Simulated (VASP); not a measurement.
Shape and ions are relaxed at each volume.

Input:

```xyz
3
Lattice="2.2575 -3.9102 0.0000 2.2575 3.9102 0.0000 0.0000 0.0000 5.2424" Properties=species:S:1:pos:R:3 pbc="T T T"
Se     2.7693    -3.0237     3.4950
Se     3.4915     0.0000     0.0000
Se     2.7693     3.0237     1.7475
```

Method: vdW-DF2, VASP's PBE PAW potentials (set 64) (plane waves; VASP). Numerical set-up: 520 eV cut-off, 6×6×4 Γ-centred mesh, Gaussian smearing of 0.050 eV, potentials Se.

Problem. Give the energy at these volumes per atom, relative to the lowest: 28.90, 29.82, 30.74, 31.67, 32.59 Å³.

Solution. 6.3, 1.6, 0.0, 0.8, 3.6 meV/atom. A third-order Birch-Murnaghan fit gives B0 = 13.6 GPa and B0′ = 7.3.

The compound is Se in the trig structure. It was relaxed first, which changed the volume by +13 %.
